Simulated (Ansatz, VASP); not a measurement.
# C (Diamond) in two plane-wave programs, part 2 of 3

Wanted: the spread between two codes on one cell, functional and k mesh. The cell is taken from a series of runs on this material, whose earlier steps may have relaxed, scaled, displaced or heated it; both programs get it as it stands.

VASP 6.6.1 and Ansatz 0.2.0.

So far: Set-up; Ansatz: zone-centre phonons, LDA, pair 1.

### 3. VASP: zone-centre phonons, LDA, pair 1

Level of this step: LDA; plane waves and PAW (C) (VASP).

The same cell, functional (in two slightly different forms) and mesh now go to VASP, with its own data sets.

Lines of VASP's logs that name or quote its potential files are left out, and so is its time.

Input file INCAR:

```
SYSTEM = C
PREC = Accurate
ENCUT = 600
EDIFF = 1E-08
NELM = 120
ISMEAR = 0
SIGMA = 0.01
LREAL = .FALSE.
ALGO = Normal
GGA = CA
NBANDS = 10
LORBIT = 11
LWAVE = .FALSE.
LCHARG = .FALSE.
ISIF = 2
IBRION = 8
LEPSILON = .TRUE.
LASPH = .TRUE.
GGA_COMPAT = .FALSE.
EFERMI = MIDGAP
KPAR = 2
```

Input file POSCAR:

```
C
1.0
   -0.0261240634      1.7749238879      1.7749238879
    1.7749238879     -0.0261240634      1.7749238879
    1.7749238879      1.7749238879     -0.0261240634
C
2
Direct
    0.4998269007      0.4998269007      0.4998269007
    0.7501730993      0.7501730993      0.7501730993
```

Input file KPOINTS:

```
Automatic mesh
0
Gamma
12 12 12
0 0 0
```

The projector-augmented-wave data sets are C (LDA family, release 64).

Started as:

```bash
mpirun -np 2 vasp_std
```

Numbers of over 12 decimals in the logs are rounded to 6 here.

The log of the run:

```text
[banner, memory and clock lines left out]
running    2 mpi-ranks, on    1 nodes
 distrk:  each k-point on    1 cores,    2 groups
 distr:  one band on    1 cores,    1 groups

 POSCAR found type information on POSCAR C
 POSCAR found :  1 types and       2 ions
 LDA part: xc-table for (Slater(with rela. corr.)+CA(PZ))
 , standard interpolation
 POSCAR, INCAR and KPOINTS ok, starting setup
 FFT: planning ... GRIDC
 FFT: planning ... GRID_SOFT
 FFT: planning ... GRID
 WAVECAR not read
 entering main loop
       N       E                     dE             d eps       ncg     rms          rms(c)
DAV:   1    -0.307155097541E+00   -0.30716E+00   -0.52363E+03  3960   0.859E+02
DAV:   2    -0.206351753194E+02   -0.20328E+02   -0.19781E+02  5148   0.134E+02
DAV:   3    -0.210067158118E+02   -0.37154E+00   -0.37074E+00  4486   0.146E+01
DAV:   4    -0.210075226159E+02   -0.80680E-03   -0.80675E-03  4094   0.811E-01
DAV:   5    -0.210075239150E+02   -0.12991E-05   -0.12990E-05  4336   0.309E-02    0.561E+00
DAV:   6    -0.204254903828E+02    0.58203E+00   -0.33334E-01  3928   0.424E+00    0.324E+00
DAV:   7    -0.202219606818E+02    0.20353E+00   -0.39357E-01  4142   0.462E+00    0.695E-01
DAV:   8    -0.202217033481E+02    0.25733E-03   -0.85355E-03  4058   0.828E-01    0.265E-02
DAV:   9    -0.202216931403E+02    0.10208E-04   -0.34509E-05  4302   0.506E-02    0.196E-02
DAV:  10    -0.202216947842E+02   -0.16439E-05   -0.20536E-06  4142   0.129E-02    0.437E-03
DAV:  11    -0.202216947588E+02    0.25430E-07   -0.10845E-07  4376   0.284E-03    0.382E-04
DAV:  12    -0.202216947573E+02    0.14745E-08   -0.37773E-09  2406   0.559E-04
   1 F= -.20221695E+02 E0= -.20221695E+02  d E =0.000000E+00
 Linear response reoptimize wavefunctions to high precision
DAV:   1    -0.202216947574E+02   -0.98453E-10   -0.27520E-10  2504   0.158E-04
 Linear response G [H, r] |phi>, progress :
  Direction:   1
       N       E                     dE             d eps       ncg     rms
RMM:   1    -0.313480057192E+02   -0.31348E+02    0.34534E+00  8838   0.434E+01
RMM:   2    -0.306507370999E+02    0.69727E+00   -0.10416E+00  5946   0.888E+00
RMM:   3    -0.306623157413E+02   -0.11579E-01   -0.38583E-03  6326   0.558E-01
RMM:   4    -0.306624405804E+02   -0.12484E-03   -0.27712E-05  6666   0.461E-02
RMM:   5    -0.306624425754E+02   -0.19950E-05    0.25886E-07  6596   0.477E-03
RMM:   6    -0.306624427100E+02   -0.13458E-06   -0.51413E-07  6329   0.854E-04
RMM:   7    -0.306624427163E+02   -0.63440E-08   -0.60004E-07  5107   0.463E-04
RMM:   8    -0.306624427282E+02   -0.11884E-07   -0.58761E-07  4814   0.429E-04
RMM:   9    -0.306624427301E+02   -0.19435E-08   -0.71012E-07  4549   0.427E-04
RMM:  10    -0.306624427307E+02   -0.61346E-09   -0.10371E-06  3825   0.425E-04
 Linear response G [H, r] |phi>, progress :
  Direction:   2
       N       E                     dE             d eps       ncg     rms
RMM:   1    -0.360501475968E+02   -0.36050E+02   -0.57062E+01  8982   0.420E+01
RMM:   2    -0.329853761031E+02    0.30648E+01   -0.71191E-01  5987   0.754E+00
RMM:   3    -0.329897357429E+02   -0.43596E-02   -0.30916E-03  6356   0.463E-01
RMM:   4    -0.329897590782E+02   -0.23335E-04   -0.44940E-05  6847   0.392E-02
RMM:   5    -0.329897593116E+02   -0.23332E-06   -0.18520E-05  6711   0.377E-03
RMM:   6    -0.329897593361E+02   -0.24542E-07   -0.18467E-05  6495   0.680E-04
RMM:   7    -0.329897593426E+02   -0.64932E-08   -0.18518E-05  5288   0.374E-04
RMM:   8    -0.329897593586E+02   -0.15982E-07   -0.18715E-05  5075   0.355E-04
RMM:   9    -0.329897593686E+02   -0.10018E-07   -0.18958E-05  4904   0.355E-04
RMM:  10    -0.329897594822E+02   -0.11357E-06   -0.20998E-05  4263   0.354E-04
 Linear response G [H, r] |phi>, progress :
  Direction:   3
       N       E                     dE             d eps       ncg     rms
RMM:   1    -0.245854249644E+02   -0.24585E+02    0.29614E+01  8640   0.411E+01
RMM:   2    -0.240577646931E+02    0.52766E+00   -0.92041E-01  5975   0.818E+00
RMM:   3    -0.240689661988E+02   -0.11202E-01   -0.47106E-03  6428   0.530E-01
RMM:   4    -0.240690538314E+02   -0.87633E-04   -0.52288E-05  6725   0.443E-02
RMM:   5    -0.240690529258E+02    0.90560E-06    0.12753E-05  6666   0.456E-03
RMM:   6    -0.240690527638E+02    0.16201E-06    0.15065E-05  6318   0.776E-04
RMM:   7    -0.240690527053E+02    0.58475E-07    0.15683E-05  5018   0.395E-04
RMM:   8    -0.240690527314E+02   -0.26076E-07    0.13824E-05  4780   0.361E-04
RMM:   9    -0.240690526849E+02    0.46448E-07    0.16040E-05  4419   0.359E-04
RMM:  10    -0.240690528470E+02   -0.16205E-06    0.12484E-05  3750   0.358E-04
RMM:  11    -0.240690530742E+02   -0.22720E-06    0.52981E-06  3160   0.357E-04
 Linear response to external field (no local field effect), progress :
  Direction:   1
       N       E                     dE             d eps       ncg     rms          rms(c)
RMM:   1    -0.168744638059E+00   -0.16874E+00   -0.61796E-01  8414   0.220E+00
RMM:   2    -0.173105433753E+00   -0.43608E-02   -0.10778E-03  6030   0.276E-01
RMM:   3    -0.173109787456E+00   -0.43537E-05   -0.30411E-06  6119   0.118E-02
RMM:   4    -0.173109804226E+00   -0.16769E-07   -0.12797E-08  6089   0.810E-04
RMM:   5    -0.173109804293E+00   -0.67601E-10   -0.59262E-10  4595   0.591E-05
 change of polarisation eV/A/(eV/A) component  1 :     0.346     0.059     0.015
 dielectric tensor                  component  1 :     6.481     0.932     0.231
 Linear response to external field (no local field effect), progress :
  Direction:   2
       N       E                     dE             d eps       ncg     rms          rms(c)
RMM:   1    -0.184315589893E+00   -0.18432E+00   -0.66761E-01  8535   0.233E+00
RMM:   2    -0.188994721467E+00   -0.46791E-02   -0.12004E-03  6100   0.295E-01
RMM:   3    -0.188999785868E+00   -0.50644E-05   -0.39297E-06  6184   0.126E-02
RMM:   4    -0.188999810614E+00   -0.24746E-07   -0.17973E-08  6217   0.934E-04
RMM:   5    -0.188999810711E+00   -0.97421E-10   -0.28459E-10  4754   0.631E-05
 change of polarisation eV/A/(eV/A) component  2 :     0.059     0.378    -0.089
 dielectric tensor                  component  2 :     0.932     6.984    -1.416
 Linear response to external field (no local field effect), progress :
  Direction:   3
       N       E                     dE             d eps       ncg     rms          rms(c)
RMM:   1    -0.109562856387E+00   -0.10956E+00   -0.40066E-01  8630   0.182E+00
RMM:   2    -0.112557888471E+00   -0.29950E-02   -0.73347E-04  6075   0.220E-01
RMM:   3    -0.112561223183E+00   -0.33347E-05   -0.25550E-06  6210   0.102E-02
RMM:   4    -0.112561239232E+00   -0.16050E-07   -0.12243E-08  6187   0.746E-04
RMM:   5    -0.112561239304E+00   -0.72000E-10   -0.54639E-10  4626   0.580E-05
 change of polarisation eV/A/(eV/A) component  3 :     0.015    -0.089     0.225
 dielectric tensor                  component  3 :     0.231    -1.416     4.564
 Linear response to external field, progress :
  Direction:   1
       N       E                     dE             d eps       ncg     rms          rms(c)
RMM:   1    -0.154202008502E+00   -0.15420E+00   -0.56202E-01 21560   0.212E+00
RMM:   2    -0.158219326520E+00   -0.40173E-02   -0.10038E-03 15238   0.264E-01    0.718E-01
RMM:   3    -0.155864041601E+00    0.23553E-02   -0.77291E-04 15263   0.213E-01    0.418E-01
RMM:   4    -0.161209495201E+00   -0.53455E-02   -0.11450E-03 15299   0.262E-01    0.322E-02
RMM:   5    -0.161583073960E+00   -0.37358E-03   -0.93121E-06 15740   0.244E-02    0.525E-03
RMM:   6    -0.161634238454E+00   -0.51164E-04   -0.29626E-07 16135   0.406E-03    0.163E-03
RMM:   7    -0.161638544237E+00   -0.43058E-05   -0.99370E-09 16138   0.907E-04    0.116E-04
RMM:   8    -0.161638985573E+00   -0.44134E-06   -0.65702E-10 14296   0.116E-04    0.353E-05
RMM:   9    -0.161639019286E+00   -0.33713E-07   -0.44311E-10  8377   0.329E-05    0.471E-06
 change of polarisation eV/A/(eV/A) component  1 :     0.305     0.044    -0.054
 dielectric tensor                  component  1 :     5.828     0.690    -0.847
 Linear response to external field, progress :
  Direction:   2
       N       E                     dE             d eps       ncg     rms          rms(c)
RMM:   1    -0.154203317462E+00   -0.15420E+00   -0.56203E-01 21560   0.212E+00
RMM:   2    -0.158219364215E+00   -0.40160E-02   -0.10045E-03 15237   0.264E-01    0.718E-01
RMM:   3    -0.155864629697E+00    0.23547E-02   -0.77400E-04 15265   0.213E-01    0.418E-01
RMM:   4    -0.161215898311E+00   -0.53513E-02   -0.11462E-03 15300   0.262E-01    0.322E-02
RMM:   5    -0.161589191054E+00   -0.37329E-03   -0.93141E-06 15749   0.244E-02    0.525E-03
RMM:   6    -0.161640216385E+00   -0.51025E-04   -0.29723E-07 16138   0.406E-03    0.163E-03
RMM:   7    -0.161644544964E+00   -0.43286E-05   -0.98014E-09 16146   0.908E-04    0.117E-04
RMM:   8    -0.161644979415E+00   -0.43445E-06   -0.49974E-10 14279   0.116E-04    0.352E-05
RMM:   9    -0.161645014340E+00   -0.34925E-07   -0.21462E-10  8415   0.316E-05    0.475E-06
 change of polarisation eV/A/(eV/A) component  2 :     0.026     0.305    -0.036
 dielectric tensor                  component  2 :     0.409     5.828    -0.566
 Linear response to external field, progress :
  Direction:   3
       N       E                     dE             d eps       ncg     rms          rms(c)
RMM:   1    -0.154217731664E+00   -0.15422E+00   -0.56218E-01 21546   0.211E+00
RMM:   2    -0.158219327043E+00   -0.40016E-02   -0.10033E-03 15238   0.264E-01    0.718E-01
RMM:   3    -0.155860140425E+00    0.23592E-02   -0.77319E-04 15267   0.213E-01    0.418E-01
RMM:   4    -0.161206276332E+00   -0.53461E-02   -0.11454E-03 15299   0.262E-01    0.322E-02
RMM:   5    -0.161579952810E+00   -0.37368E-03   -0.93156E-06 15744   0.244E-02    0.525E-03
RMM:   6    -0.161631068505E+00   -0.51116E-04   -0.29665E-07 16132   0.406E-03    0.163E-03
RMM:   7    -0.161635393212E+00   -0.43247E-05   -0.99499E-09 16148   0.908E-04    0.116E-04
RMM:   8    -0.161635827917E+00   -0.43471E-06   -0.65719E-10 14291   0.116E-04    0.352E-05
RMM:   9    -0.161635862329E+00   -0.34412E-07   -0.44028E-10  8388   0.329E-05    0.475E-06
 change of polarisation eV/A/(eV/A) component  3 :     0.043    -0.053     0.305
 dielectric tensor                  component  3 :     0.684    -0.842     5.828
 Linear response DOF=           1
 Linear response progress:
  Degree of freedom:   1/  1
       N       E                     dE             d eps       ncg     rms          rms(c)
RMM:   1    -0.118518397790E+00   -0.11852E+00   -0.14559E-02 22999   0.206E+00
RMM:   2    -0.109718602103E+00    0.87998E-02   -0.20457E-03 14496   0.398E-01    0.180E-01
RMM:   3    -0.109923677303E+00   -0.20508E-03   -0.18512E-04 14483   0.105E-01    0.987E-02
RMM:   4    -0.110659681150E+00   -0.73600E-03   -0.17487E-04 14287   0.107E-01    0.131E-02
RMM:   5    -0.110631480260E+00    0.28201E-04    0.12952E-06 15477   0.123E-02    0.323E-03
RMM:   6    -0.110618959287E+00    0.12521E-04   -0.60650E-07 15352   0.173E-03    0.428E-04
RMM:   7    -0.110617125312E+00    0.18340E-05    0.11776E-08 15898   0.342E-04    0.928E-05
RMM:   8    -0.110616722326E+00    0.40299E-06    0.75029E-08 16288   0.747E-05    0.276E-05
RMM:   9    -0.110616603332E+00    0.11899E-06    0.75941E-08 16532   0.490E-05    0.145E-06
RMM:  10    -0.110616601061E+00    0.22719E-08    0.75276E-08 13762   0.329E-05    0.637E-07
 first order change of Fermi-energy  -0.48494E+01
 force on displaced ion       1 direction 1 : -36.052  -1.134  -1.134
 Born effective charge ion    1 direction 1 :  -0.000   0.000   0.000
 Born effective charges drift removed
 Linear response finished
```

OUTCAR, selected parts (step 3):

```text
ion  position               nearest neighbor table
   1  0.500  0.500  0.500-   2 1.53   2 1.56   2 1.56   2 1.56
   2  0.750  0.750  0.750-   1 1.53   1 1.56   1 1.56   1 1.56

  LATTYP: Found a trigonal (rhomboedric) cell.
 ALAT       =     2.5102573737
 COS(alpha) =     0.4852290287

 Subroutine GETGRP returns: Found 12 space group operations
 (whereof  6 operations were pure point group operations)

The static configuration has the point symmetry C_3v.
 The point group associated with its full space group is D_3d.

 Found    189 irreducible k-points:

   k-points           NKPTS =    189   k-points in BZ     NKDIM =    189   number of bands    NBANDS=     10

   dimension x,y,z NGX =    20 NGY =   20 NGZ =   20
   dimension x,y,z NGXF=    40 NGYF=   40 NGZF=   40

   ENCUT  =  600.0 eV  44.10 Ry    6.64 a.u.   5.01  5.01  5.01*2*pi/ulx,y,z

   NELECT =       8.0000    total number of electrons

 k-points in reciprocal lattice and weights: Automatic mesh
   0.00000000  0.00000000  0.00000000       0.001
   0.08333333  0.00000000 -0.00000000       0.003
   0.16666667  0.00000000  0.00000000       0.003
   0.25000000  0.00000000  0.00000000       0.003
   0.33333333  0.00000000 -0.00000000       0.003
   0.41666667 -0.00000000  0.00000000       0.003
   0.50000000  0.00000000  0.00000000       0.002
   0.08333333  0.08333333 -0.00000000       0.003
   0.16666667  0.08333333 -0.00000000       0.007
[...]
-0.41666667  0.50000000  0.41666667       0.003
   0.50000000  0.50000000  0.50000000       0.001

 average (electrostatic) potential at core
       1 -49.6226       2 -49.6226

  Total       -1.0910162     -1.0910162     -1.0910162      0.5773256      0.5773256      0.5773256
  in kB     -152.9288315   -152.9288315   -152.9288315     80.9243110     80.9243110     80.9243110
  external PRESSURE =    -152.9288315 kB  Pullay stress =       0.0000000 kB

  energy-cutoff  :      600.00
  volume of cell :       11.43
      direct lattice vectors                 reciprocal lattice vectors
    -0.026124063  1.774923888  1.774923888    -0.275557970  0.279674332  0.279674332
     1.774923888 -0.026124063  1.774923888     0.279674332 -0.275557970  0.279674332
     1.774923888  1.774923888 -0.026124063     0.279674332  0.279674332 -0.275557970

 POSITION                                       TOTAL-FORCE (eV/Angst)
 -----------------------------------------------------------------------------------
      1.76125      1.76125      1.76125        -0.004557     -0.004557     -0.004557
      2.64340      2.64340      2.64340         0.004557      0.004557      0.004557
 -----------------------------------------------------------------------------------
    total drift:                                0.000000      0.000000     -0.000000

 MACROSCOPIC STATIC DIELECTRIC TENSOR (including local field effects in DFT)
 ------------------------------------------------------
           5.828111    -0.078762    -0.078762
          -0.078762     5.828111    -0.078762
          -0.078762    -0.078762     5.828111
 ------------------------------------------------------

 PIEZOELECTRIC TENSOR (including local field effects)  for field in x, y, z        (C/m^2)
          XX          YY          ZZ          XY          YZ          ZX
  --------------------------------------------------------------------------------
  x     0.00000    -0.00000     0.00000     0.00000    -0.00000    -0.00000
  y    -0.00000    -0.00000    -0.00000    -0.00000    -0.00000     0.00000
  z    -0.00000    -0.00000     0.00000     0.00000     0.00000     0.00000

 BORN EFFECTIVE CHARGES (including local field effects) (in |e|, cummulative output)
 ---------------------------------------------------------------------------------
 ion    1
    1    -0.00000     0.00000     0.00000
    2     0.00000     0.00000     0.00000
    3     0.00000     0.00000     0.00000
 ion    2
    1     0.00000    -0.00000     0.00000
    2     0.00000    -0.00000     0.00000
    3    -0.00000    -0.00000     0.00000

 Eigenvectors and eigenvalues of the dynamical matrix
 ----------------------------------------------------

   1 f  =   39.490429 THz   248.125683 2PiTHz 1317.258918 cm-1   163.319217 meV
             X         Y         Z           dx          dy          dz
      1.761252  1.761252  1.761252    -0.408248   -0.408248   -0.408248
      2.643403  2.643403  2.643403     0.408248    0.408248    0.408248

   2 f  =   37.696544 THz   236.854370 2PiTHz 1257.421351 cm-1   155.900308 meV
             X         Y         Z           dx          dy          dz
      1.761252  1.761252  1.761252     0.522302   -0.474225   -0.048077
      2.643403  2.643403  2.643403    -0.522302    0.474225    0.048077

   3 f  =   37.696544 THz   236.854370 2PiTHz 1257.421351 cm-1   155.900308 meV
             X         Y         Z           dx          dy          dz
      1.761252  1.761252  1.761252    -0.246036   -0.329309    0.575345
      2.643403  2.643403  2.643403     0.246036    0.329309   -0.575345

   4 f  =    0.000001 THz     0.000003 2PiTHz    0.000018 cm-1     0.000002 meV
             X         Y         Z           dx          dy          dz
      1.761252  1.761252  1.761252     0.700370   -0.096985    0.008707
      2.643403  2.643403  2.643403     0.700370   -0.096985    0.008707

   5 f/i=    0.000000 THz     0.000003 2PiTHz    0.000015 cm-1     0.000002 meV
             X         Y         Z           dx          dy          dz
      1.761252  1.761252  1.761252     0.086545    0.648963    0.267127
      2.643403  2.643403  2.643403     0.086545    0.648963    0.267127

   6 f/i=    0.000001 THz     0.000004 2PiTHz    0.000022 cm-1     0.000003 meV
             X         Y         Z           dx          dy          dz
      1.761252  1.761252  1.761252     0.044629    0.263516   -0.654651
      2.643403  2.643403  2.643403     0.044629    0.263516   -0.654651

 MACROSCOPIC STATIC DIELECTRIC TENSOR IONIC CONTRIBUTION
 ------------------------------------------------------
           0.000000     0.000000    -0.000000
           0.000000     0.000000     0.000000
          -0.000000     0.000000     0.000000
 ------------------------------------------------------

 ELASTIC MODULI CONTR FROM IONIC RELAXATION (kBar)
 Direction    XX          YY          ZZ          XY          YZ          ZX
 --------------------------------------------------------------------------------
 XX          -5.8657     -5.6827     -5.6827    -11.1654    -12.0367    -10.9381
 YY          -5.6827     -5.8657     -5.6827    -10.9381    -11.1654    -12.0367
 ZZ          -5.6827     -5.6827     -5.8657    -12.0367    -10.9381    -11.1654
 XY         -11.1654    -10.9381    -12.0367    -26.2219    -20.7104    -20.7104
 YZ         -12.0367    -11.1654    -10.9381    -20.7104    -26.2219    -20.7104
 ZX         -10.9381    -12.0367    -11.1654    -20.7104    -20.7104    -26.2219
 --------------------------------------------------------------------------------

 PIEZOELECTRIC TENSOR IONIC CONTR  for field in x, y, z        (C/m^2)
          XX          YY          ZZ          XY          YZ          ZX
  --------------------------------------------------------------------------------
  x    -0.00000     0.00000     0.00000    -0.00000    -0.00000     0.00000
  y     0.00000     0.00000     0.00000     0.00000     0.00000     0.00000
  z     0.00000     0.00000     0.00000     0.00000     0.00000     0.00000
```

### 4. Side by side

Known differences besides the potentials themselves: the two LDA forms differ slightly; fixed occupations in Ansatz, narrow Gaussian smearing in VASP; VASP's response is taken on the typed mesh, Ansatz refines its own for the field response alone; the cutoff is 420 eV in Ansatz and 600 eV in VASP; VASP's log shows a relativistic correction to its local exchange, Ansatz's none. Total energies have different zeros and are not compared.

Both answers:

| quantity | Ansatz | VASP | difference |
| --- | --- | --- | --- |
| ε∞ xx | 5.83 | 5.83 | +0.03 % |
| ε∞ yy | 5.83 | 5.83 | +0.03 % |
| ε∞ zz | 5.83 | 5.83 | +0.03 % |
| Born charge of C1 (mean of the diagonal) (e) | 0.00 | 0.00 | 0.00 |
| optical mode 1 to 2 (cm⁻¹) | 1253.1 | 1257.4 | -0.34 % |
| optical mode 3 (cm⁻¹) | 1312.6 | 1317.3 | -0.35 % |

Modes are paired by rising frequency, not by their patterns, so a pair may set unlike modes beside each other; they are those without the splitting of longitudinal modes.

(Part 2 of 3 ends here.)

[Lines on the potential files, build, host, timing and source positions are cut from VASP's logs without a mark.]

[Logs are printed without paths, hosts, clocks, repeated set-up lines and the standing remarks that a program may print on its own settings, such as how far it seeks lower states.]

[Hosts, paths, dates, database ids (printed as entryN), source tags and the programs' standing remarks are cut or masked in the printed files.]
